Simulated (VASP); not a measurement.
These are PBE GGA, VASP's PBE PAW potentials (set 64) (plane waves; VASP) values and carry that method's errors.

Input for VASP

KPOINTS:
```
kpoints
0
G
  10 10 10
0 0 0
```

POSCAR:
```
GaN
1
   -0.0000000000     2.2347903918     2.2347903918
    2.2347903918    -0.0000000000     2.2347903918
    2.2347903918     2.2347903918     0.0000000000
Ga N
1 1
Direct
  0.0000000000   0.0000000000   0.0000000000
  0.2500000000   0.2500000000   0.2500000000
```

INCAR:
```
SYSTEM=GaN
PREC=Accurate; ENCUT=620; LREAL=F
LASPH=T
EDIFF=1E-6; NELM=100; ALGO=Normal
LMAXMIX=4
ISMEAR=0; SIGMA=0.05
GGA=PE
IBRION=2; NSW=40; ISIF=3
EDIFFG=-0.02; PSTRESS=100
LWAVE=F; LCHARG=F
```

POTCAR, in this order: Ga_d N (PBE.64 set). Program: vasp_std.

Output

### OUTCAR
```
 ion  position               nearest neighbor table
   1  0.000  0.000  0.000-   2 1.94   2 1.94   2 1.94   2 1.94
   2  0.250  0.250  0.250-   1 1.94   1 1.94   1 1.94   1 1.94
  LATTYP: Found a face centered cubic cell.
 ALAT       =     4.4695807836
 Subroutine PRICEL returns:
 Original cell was already a primitive cell.
 Subroutine GETGRP returns: Found 24 space group operations
The static configuration has the point symmetry T_d .
The dynamic configuration has the point symmetry T_d .
 Subroutine INISYM returns: Found 24 space group operations
 Subroutine IBZKPT returns following result:
 Found     47 irreducible k-points:

 Following reciprocal coordinates:
            Coordinates               Weight
  0.000000  0.000000  0.000000      1.000000
  0.100000  0.000000  0.000000      8.000000
  0.200000  0.000000  0.000000      8.000000
  0.300000  0.000000  0.000000      8.000000
  0.400000  0.000000  0.000000      8.000000
  0.500000  0.000000  0.000000      4.000000
  0.100000  0.100000  0.000000      6.000000
  0.200000  0.100000  0.000000     24.000000
  0.300000  0.100000  0.000000     24.000000
  0.400000  0.100000  0.000000     24.000000
  0.500000  0.100000  0.000000     24.000000
 -0.400000  0.100000  0.000000     24.000000
 -0.300000  0.100000  0.000000     24.000000
 -0.200000  0.100000  0.000000     24.000000
 -0.100000  0.100000  0.000000     12.000000
  0.200000  0.200000  0.000000      6.000000
  0.300000  0.200000  0.000000     24.000000
  0.400000  0.200000  0.000000     24.000000
  0.500000  0.200000  0.000000     24.000000
 -0.400000  0.200000  0.000000     24.000000
 -0.300000  0.200000  0.000000     24.000000
 -0.200000  0.200000  0.000000     12.000000
  0.300000  0.300000  0.000000      6.000000
  0.400000  0.300000  0.000000     24.000000
  0.500000  0.300000  0.000000     24.000000
 -0.400000  0.300000  0.000000     24.000000
 -0.300000  0.300000  0.000000     12.000000
  0.400000  0.400000  0.000000      6.000000
  0.500000  0.400000  0.000000     24.000000
 -0.400000  0.400000  0.000000     12.000000
  0.500000  0.500000  0.000000      3.000000
  0.300000  0.200000  0.100000     24.000000
  0.400000  0.200000  0.100000     48.000000
  0.500000  0.200000  0.100000     48.000000
 -0.400000  0.200000  0.100000     24.000000
  0.400000  0.300000  0.100000     24.000000
  0.500000  0.300000  0.100000     48.000000
 -0.400000  0.300000  0.100000     48.000000
 -0.300000  0.300000  0.100000     48.000000
 -0.200000  0.300000  0.100000     24.000000
   k-points           NKPTS =     47   k-points in BZ     NKDIM =     47   number of bands    NBANDS=     13
   number of dos      NEDOS =    301   number of ions     NIONS =      2
   total plane-waves  NPLWV =  21952
   dimension x,y,z NGX =    28 NGY =   28 NGZ =   28
   dimension x,y,z NGXF=    56 NGYF=   56 NGZF=   56
   ions per type =               1   1
   PREC   = accura    normal or accurate (medium, high low for compatibility)
   ISTART =      0    job   : 0-new  1-cont  2-samecut
   ICHARG =      2    charge: 1-file 2-atom 10-const
   ISPIN  =      1    spin polarized calculation?
   LNONCOLLINEAR =      F non collinear calculations
   LSORBIT =      F    spin-orbit coupling
   INIWAV =      1    electr: 0-lowe 1-rand  2-diag
   ENCUT  =  620.0 eV  45.57 Ry    6.75 a.u.   6.42  6.42  6.42*2*pi/ulx,y,z
   NELM   =    100;   NELMIN=  2; NELMDL= -5     # of ELM steps
   EDIFF  = 0.1E-05   stopping-criterion for ELM
   LREAL  =      F    real-space projection
   NLSPLINE    = F    spline interpolate recip. space projectors
   LMAXMIX     =    4 max onsite mixed and CHGCAR
...
```

OSZICAR:
```
       N       E                     dE             d eps       ncg     rms          rms(c)
DAV:   1     0.960651372315E+02    0.96065E+02   -0.10668E+04  1331   0.274E+03
DAV:   2    -0.614980797446E+01   -0.10221E+03   -0.95175E+02  1402   0.397E+02
DAV:   3    -0.140335682298E+02   -0.78838E+01   -0.78333E+01  1382   0.963E+01
DAV:   4    -0.141591230425E+02   -0.12555E+00   -0.12549E+00  1432   0.135E+01
DAV:   5    -0.141609543752E+02   -0.18313E-02   -0.18313E-02  1360   0.147E+00    0.780E+00
DAV:   6    -0.121118029650E+02    0.20492E+01   -0.59534E+00  1878   0.505E+01    0.265E+00
DAV:   7    -0.121270209918E+02   -0.15218E-01   -0.38563E-01  1232   0.815E+00    0.176E+00
DAV:   8    -0.121228175201E+02    0.42035E-02   -0.63146E-02  1365   0.462E+00    0.719E-01
DAV:   9    -0.121182077779E+02    0.46097E-02   -0.21576E-02  1858   0.396E+00    0.175E-01
DAV:  10    -0.121184446096E+02   -0.23683E-03   -0.18261E-03  1470   0.763E-01    0.568E-02
DAV:  11    -0.121183933279E+02    0.51282E-04   -0.28732E-04  1788   0.310E-01    0.176E-02
DAV:  12    -0.121183986929E+02   -0.53650E-05   -0.26947E-05  1372   0.738E-02    0.870E-03
DAV:  13    -0.121183985199E+02    0.17299E-06   -0.15815E-06  1082   0.134E-02
   1 F= -.10725146E+02 E0= -.10725146E+02  d E =-.107251E+02
```

### OUTCAR
```
------------------------ aborting loop because EDIFF is reached ----------------------------------------
  FORCE on cell =-STRESS in cart. coord.  units (eV):
  Direction    XX          YY          ZZ          XY          YZ          ZX
  --------------------------------------------------------------------------------------
  Total        1.3881646      1.3881646      1.3881646      0.0000000      0.0000000     -0.0000000
  in kB       99.6348288     99.6348288     99.6348288      0.0000000      0.0000000     -0.0000000
  external PRESSURE =      -0.3651712 kB  Pullay stress =     100.0000000 kB
  volume of cell :       22.32
      direct lattice vectors                 reciprocal lattice vectors
     0.000000000  2.234790392  2.234790392    -0.223734629  0.223734629  0.223734629
     2.234790392  0.000000000  2.234790392     0.223734629 -0.223734629  0.223734629
     2.234790392  2.234790392  0.000000000     0.223734629  0.223734629 -0.223734629
  FREE ENERGIE OF THE ION-ELECTRON SYSTEM (eV)
  ---------------------------------------------------
  free  energy   TOTEN  =       -12.1183985199 eV

  energy  without entropy=      -12.1183985199  energy(sigma->0) =      -12.11839852
  enthalpy is  TOTEN    =       -10.7251461201 eV   P V=        1.3932523997

 reached required accuracy - stopping structural energy minimisation
```
(Selected blocks of OUTCAR.)

The compound is GaN in the zinc blende structure, a metastable form; wurtzite is the usual one. It was relaxed first under an external pressure of 10 GPa.
